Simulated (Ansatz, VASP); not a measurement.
## Cross-check of Al2O3 (Corundum) between VASP and Ansatz

Wanted: the spread between two codes on one cell, functional and k mesh. The cell is taken from a series of runs on this material, whose earlier steps may have relaxed, scaled, displaced or heated it; both programs get it as it stands.

Main program and level: Ansatz 0.2.0; plane waves, with VASP 6.6.1 beside it; G0W0 gap at HSE06 form with 20 % exact exchange, screening 0.2078 1/A with an exact-exchange share of 0.2.

**1. Starting point**

It takes space group R-3c (No. 167, trigonal). The conventional cell has a = 4.760 Å, b = 4.760 Å, c = 12.996 Å, α = 90.00°, β = 90.00°, γ = 120.00°. Al has 6 O at 1.85 to 1.97 Å nearest. O has 4 Al at 1.85 to 1.97 Å nearest. Farther neighbours and most contacts between anions are not listed.

Structure file:

```cif
data_structure
_symmetry_space_group_name_H-M 'R-3c:H'
_symmetry_Int_Tables_number 167
_cell_length_a 4.7605
_cell_length_b 4.7605
_cell_length_c 12.9956
_cell_angle_alpha 90.000
_cell_angle_beta 90.000
_cell_angle_gamma 120.000
_cell_volume 255.05
loop_
_atom_site_label
_atom_site_type_symbol
_atom_site_symmetry_multiplicity
_atom_site_Wyckoff_symbol
_atom_site_fract_x
_atom_site_fract_y
_atom_site_fract_z
_atom_site_occupancy
Al1 Al 12 c 0.33333 0.66667 0.01883 1
O1 O 18 e 0.30668 0.00000 0.25000 1
```

**2. Ansatz: G0W0 gap, HSE06 form with 20 % exact exchange, screening 0.2078 1/A with an exact-exchange share of 0.2**

Ansatz runs on its PAW soft_1 files.

Quasiparticle shifts depend on high empty states and on the cores, so they are the hardest test of two PAW sets.

File input.yaml:

```yaml
crystal:
  lattice:
    - [2.38025, 1.3742379782, 4.3318666667]
    - [-2.38025, 1.3742379782, 4.3318666667]
    - [0.0, -2.7484759565, 4.3318666667]
  atoms:
    - { symbol: Al, position: [0.35216, 0.35216, 0.35216] }
    - { symbol: Al, position: [0.14784, 0.14784, 0.14784] }
    - { symbol: Al, position: [0.64784, 0.64784, 0.64784] }
    - { symbol: Al, position: [0.85216, 0.85216, 0.85216] }
    - { symbol: O, position: [0.55668, 0.94332, 0.25] }
    - { symbol: O, position: [0.25, 0.55668, 0.94332] }
    - { symbol: O, position: [0.94332, 0.25, 0.55668] }
    - { symbol: O, position: [0.44332, 0.05668, 0.75] }
    - { symbol: O, position: [0.75, 0.44332, 0.05668] }
    - { symbol: O, position: [0.05668, 0.75, 0.44332] }
kpoints:
  mp_grid: { grid: [4, 4, 4] }
hamiltonian:
  xc:
    exchange: pbe
    correlation: pbe
    exx: { coeff: 0.2, omega: 0.2078 }
  pseudopotentials: { kind: paw, azcp: { folder: soft_1 } }
scf:
  occupations: { method: fixed }
gw:
  n_empty_bands: 354
  ecut_chi: 150.0
  qp_bands: [v3, c3]
  qp_kpoints: band_edges
  screening: { model: contour_deformation }
```

On the command line:

```bash
$ ansatz run input.yaml --threads 4 --pin off --max-ram 138240MiB --backend cuda --events-out ev --progress --plain --runs-dir out --devices 1 --max-vram 26GiB
```

Numbers of over 12 decimals in the logs are rounded to 6 here.

The log of the run:

```text
GPUs: using 1 of 1 available (devices: 1).
Engine: ansatz 0.2.0, x86_64-unknown-linux-gnu
Pseudopotentials: kind: paw
Pseudopotential: Al, paw, valence charge 3, recommended cutoff 420 eV (normal), soft_1/Al.paw.azcp
Pseudopotential: O, paw, valence charge 6, recommended cutoff 420 eV (normal), soft_1/O.paw.azcp
Functional definition: unnamed
  parameter a_1 = 0.2
  parameter omega_1 = 0.2078/angstrom
  exchange = pbe_x + (-a_1)*pbe_x_sr(omega_1) + a_1*exact_x_sr(omega_1)
  correlation = pbe_c
davidson cushion auto → on  (no smearing: the cushion is to keep the highest requested band from converging to the state above it; pin scf.eigensolver.cushion to override)
device memory: the entry about to start is reckoned to put 2.1 GiB on a device that reports 77.2 GiB free (of which the cap on the GPU budget leaves the run 26.0 GiB)
GPU FFT provider: cuFFT
GPU libraries: cuBLAS 13.8.2, cuFFT 12.4.0, cuSOLVER 12.3.4
Crystal: 10 atoms, lattice volume = 85.018 Å³
Basis set: ecut = 420 eV, 1653 PW (Γ)
Bands: 34, of which v1, the nominal top of the filled ones, is band 24 counted from 1 (23 counted from 0)
Symmetry: 12 space group operations
Space group: R-3c (ITA 167), of the structure as read, at distance tolerance 4.4e-5 Å
k-points: 13 of 64
Non-local potential: Al, projectors of the file, l = 0: 2, l = 1: 2, l = 2: 1
Non-local potential: O, projectors of the file, l = 0: 2, l = 1: 2, l = 2: 1
PAW form: soft (Blöchl's): semilocal exchange-correlation on the pseudo side does not see the compensation charge
PAW frozen core: Al, regenerated for the run's functional, and the local potential with it (the file was generated under x = pbe(κ = 0.804, μ = 0.219515), c = pbe(β = 0.066725))
PAW frozen core: O, regenerated for the run's functional, and the local potential with it (the file was generated under x = pbe(κ = 0.804, μ = 0.219515), c = pbe(β = 0.066725))
PAW one-centre angular grid: Al, 110 points (default); XC on 64 Gauss nodes
PAW one-centre angular grid: O, 110 points (default); XC on 96 Gauss nodes
Initial density: superposition of atomic densities (chi_scale 0.1, normalization cell, long waves kept (reshape's long-wave potential 0.00 eV rms))
Initial wavefunctions: pseudopotential atomic-orbital guess
GPU buffer pool allocated for 46656 grid points (all kernels)
GPU transforms: local potential and band sums: pruned to the plane-wave sphere, on 36×36×36
Functional: x = pbe(κ = 0.804, μ = 0.219515), c = pbe(β = 0.066725), warm-up for x = pbe(κ = 0.804, μ = 0.219515) + 0.2 (exact − pbe) at short range (hse, ω = 0.2078 Å⁻¹), c = pbe(β = 0.066725)
SCF iter   1: F=—  HF=-5573.273122 eV  |F-HF|=—  |Δ(HF+E_count)|=         —  Δρ=1.32e-1  dr2=1.38e1  ethr=1.00e-1  ⟨swp⟩=5.2  Hψ=1597  notcnv=0
preconditioner: auto → none  [insulator: Δε(μ)=7.227 eV  Ē_g=18.522 eV  n_scr=20 (ndim 8)  ℏωp=27.9 eV  f_vac=0.000]
SCF iter   2: F=—  HF=-5569.998479 eV  |F-HF|=—  |Δ(HF+E_count)|=    3.27e0  Δρ=6.81e-2  dr2=1.62e0  ethr=2.87e-2  ⟨swp⟩=3.6  Hψ=1243  notcnv=0
SCF iter   3: F=—  HF=-5569.585083 eV  |F-HF|=—  |Δ(HF+E_count)|=   4.13e-1  Δρ=2.11e-2  dr2=1.69e-1  ethr=3.37e-3  ⟨swp⟩=3.3  Hψ=1138  notcnv=0  defer=2
iter 4 solved again at ethr=5.25e-6 eV; its pass at ethr=3.52e-4 eV (dr2=2.52e-3 eV) is discarded
SCF iter   4: F=-5569.604803 eV  HF=-5569.606121 eV  |F-HF|=1.32e-3  |Δ(HF+E_count)|=   2.10e-2  Δρ=1.83e-3  dr2=2.54e-3  ethr=5.25e-6  ⟨swp⟩=4.8  Hψ=2516  notcnv=0
SCF 1 stopped early in 4 iterations: F = -5569.604803 eV  dr2 = 2.54e-3
  greatest PAW one-centre occupation: 0.858 electrons in one spin orbital (limit 2), on the O atom at site 9 (counted from 0), in its partial waves of l = 0
device memory: the entry about to start is reckoned to put 2.5 GiB on a device that reports 77.3 GiB free (of which the cap on the GPU budget leaves the run 26.0 GiB)
GPU FFT provider: cuFFT
GPU libraries: cuBLAS 13.8.2, cuFFT 12.4.0, cuSOLVER 12.3.4
Initial density: handed on by an earlier stage of this run
Initial wavefunctions: those handed on with the density
GPU buffer pool allocated for 46656 grid points (all kernels)
GPU transforms: local potential and band sums: pruned to the plane-wave sphere, on 36×36×36
Functional: x = pbe(κ = 0.804, μ = 0.219515) + 0.2 (exact − pbe) at short range (hse, ω = 0.2078 Å⁻¹), c = pbe(β = 0.066725)
Exchange kernel: α = 0.2000, screened, ω = 0.2078 Å⁻¹, Wigner–Seitz truncation, v(0) = 1044.1212 eV·Å³, q-mesh 4×4×4, nearest image of the exchange supercell L = 19.04 Å, pair-density grid 24×24×24, without the augmentation charges, whose exchange is taken in its separable form by FFT convolution over the k-point mesh (sized by the pseudopotential files, 27×27×32 at the most), smooth part of the exact exchange by density-matrix convolution in up to 1.60 GiB of GPU memory as planned if the GPU has room (build and FFT work areas not counted)
Frozen-core exchange: fock
[...]
Harris-Foulkes:  -5570.724401 eV  (|F-HF|=1.70e-8)
Internal energy: -5570.724401 eV  (E = F + TS)
E sigma→0 (E₀):  -5570.724401 eV
Fermi energy:    6.692133 eV
--- Per-component energies (eV) ---
  E_band       = -4.167662
  E_kinetic    = 1147.761267
  E_local      = -1962.298821  (includes V_loc(G=0)·N_el)
  E_nonlocal   = 344.252933
  E_hartree    = 749.511143
  E_xc         = -500.949664
  E_vxc        = -572.465819  (∫ρ·V_xc dr)
  E_exx        = -109.034100  (= α·E_x^exact, valence–valence)
  E_paw        = -2841.969124  (= ΣΔE_a)
  E_vpaw       = -242.373429  (= ΣTr[D̂ρ^β])
  E_aug_tail   = 0.004703  (compensation charges beyond the density's cutoff)
  E_ewald      = -2397.730569
  E_core_change = -0.272167  (= ΣΔE_core)
  E_smearing   = -0.000000  (= −TS)
  E_closure    = 0.000000  (closes the sum)
  Σ components = -5570.724401   (vs F -5570.724401, Δ=0.00e0)
--- Band table (eV; the first three rows and the last of 13) ---
  k-point 0: bands = [... 20 lower, 6.1164, 6.6362, 6.6362, 6.6921, 14.3960, 17.3765, 19.1290, 19.8603, ... 2 higher]
  k-point 1: bands = [... 20 lower, 5.8445, 6.1870, 6.5104, 6.5596, 15.6865, 18.3685, 18.4267, 19.0818, ... 2 higher]
  k-point 2: bands = [... 20 lower, 5.6881, 5.6881, 6.3720, 6.3720, 17.7506, 17.7506, 17.9439, 17.9439, ... 2 higher]
  k-point 12: bands = [... 20 lower, 6.2681, 6.2681, 6.2681, 6.2681, 16.9315, 16.9315, 19.3803, 19.3803, ... 2 higher]
  guard bands above this table: 4 of the run's 34 bands. The solve was not asked for them (output.publish_guard_bands: true or output.eigenvalues: true publishes all)
--- G₀W₀: contour deformation, 5 samples at zero and on the imaginary axis and 2 off it, 64 q-points, 354 empty bands' worth ---
  eigenvalues of the whole cell's RPA ε∞ on this k-mesh (on a slab, of 1 + 4πα/V) = 2.7606, 2.7811, 2.7811; static W/v taken at q = 0 is 0.360413
  bands read: the sum over 378 bands ends inside a degenerate multiplet in 2 slots, whose members it reads at an even weight; the widest, k=12: bands 377 to 380 (counted from 1) at 2/4 each
  gw.qp_kpoints: band_edges: 11 of 13 stored k-points solved, in 1 pass; an edge of the gap read off the rows below is read off those points alone
    valence top: of the k-points left out ik 10 came nearest to being solved in a further pass, in band 24 (counted from 1, as in the quasiparticle table): it holds the edge there only if its correction is more favourable than any solved in that band by at least 0.557 eV; those differ by 0.077 eV
    conduction bottom: of the k-points left out ik 10 came nearest to being solved in a further pass, in band 25 (counted from 1, as in the quasiparticle table): it holds the edge there only if its correction is more favourable than any solved in that band by at least 2.743 eV; those differ by 0.326 eV
    ik  band        ε_KS         Σx   Σc(E_QP)       V_xc       Z   E_QP_lin       E_QP  E_QP is
     0    22      6.6362   -26.9956     3.8645   -22.3896  0.8276     5.8918     5.8946  root
     0    23      6.6362   -26.9956     3.8645   -22.3896  0.8276     5.8918     5.8946  root
     0    24      6.6921   -26.9415     3.8219   -22.3913  0.8282     5.9612     5.9638  root
     0    25     14.3960   -11.0400    -3.7904   -15.9439  0.8667    15.5139    15.5095  root
     0    26     17.3765    -7.7009    -4.1516   -12.8692  0.8715    18.3972    18.3931  root
     0    27     19.1290    -9.7745    -4.3473   -15.5392  0.8634    20.5554    20.5464  root
     1    22      6.1870   -26.5642     3.9798   -21.7774  0.8253     5.3765     5.3800  root
     1    23      6.5104   -26.8292     3.9069   -22.1561  0.8268     5.7412     5.7443  root
     1    24      6.5596   -26.8257     3.8813   -22.1900  0.8272     5.8023     5.8053  root
     1    25     15.6865   -11.5423    -3.8436   -16.5912  0.8611    16.8974    16.8919  root
     1    26     18.3685    -9.1329    -4.2484   -14.6410  0.8663    19.6349    19.6281  root
     1    27     18.4267    -8.3547    -4.2217   -13.7043  0.8654    19.5601    19.5546  root
     2    22      5.6881   -26.1838     4.0575   -21.2505  0.8238     4.8079     4.8123  root
     2    23      6.3720   -26.6379     3.9568   -21.8896  0.8258     5.5771     5.5805  root
     2    24      6.3720   -26.6379     3.9568   -21.8896  0.8258     5.5771     5.5805  root
     2    25     17.7506    -9.4919    -4.1176   -14.7626  0.8611    18.9094    18.9037  root
     2    26     17.7506    -9.4919    -4.1176   -14.7626  0.8611    18.9094    18.9037  root
     2    27     17.9439    -9.6649    -4.2286   -15.1490  0.8643    19.2061    19.1994  root
     3    22      6.0177   -26.3944     4.0433   -21.5151  0.8241     5.1779     5.1818  root
     3    23      6.4034   -26.7142     3.8776   -22.0643  0.8272     5.6280     5.6312  root
     3    24      6.4967   -26.8447     3.9062   -22.1700  0.8269     5.7251     5.7282  root
     3    25     15.9606   -11.5153    -3.8712   -16.6035  0.8602    17.1834    17.1777  root
     3    26     18.4404    -9.2236    -4.2548   -14.7497  0.8659    19.7186    19.7117  root
     3    27     18.4470    -8.3254    -4.2099   -13.6475  0.8645    19.5646    19.5592  root
[...]
9    26     17.8370   -11.2724    -4.1915   -16.8092  0.8554    19.1903    19.1823  root
     9    27     18.0306    -7.1660    -4.1307   -12.2922  0.8701    19.0303    19.0261  root
    12    22      6.2681   -26.7572     3.9364   -22.0301  0.8264     5.4741     5.4774  root
    12    23      6.2681   -26.7572     3.9364   -22.0301  0.8264     5.4741     5.4774  root
    12    24      6.2681   -26.7572     3.9364   -22.0301  0.8264     5.4741     5.4774  root
    12    25     16.9315   -10.1072    -4.0531   -15.3251  0.8617    18.1019    18.0963  root
    12    26     16.9315   -10.1072    -4.0531   -15.3251  0.8617    18.1019    18.0963  root
    12    27     19.3803    -6.9569    -4.3112   -12.3299  0.8721    20.4470    20.4421  root
```

[end of part 1 of 2]

[Lines on the potential files, build, host, timing and source positions are cut from VASP's logs without a mark.]

[Logs are printed without paths, hosts, clocks, repeated set-up lines and the standing remarks that a program may print on its own settings, such as how far it seeks lower states.]

[Hosts, paths, dates, database ids (printed as entryN), source tags and the programs' standing remarks are cut or masked in the printed files.]
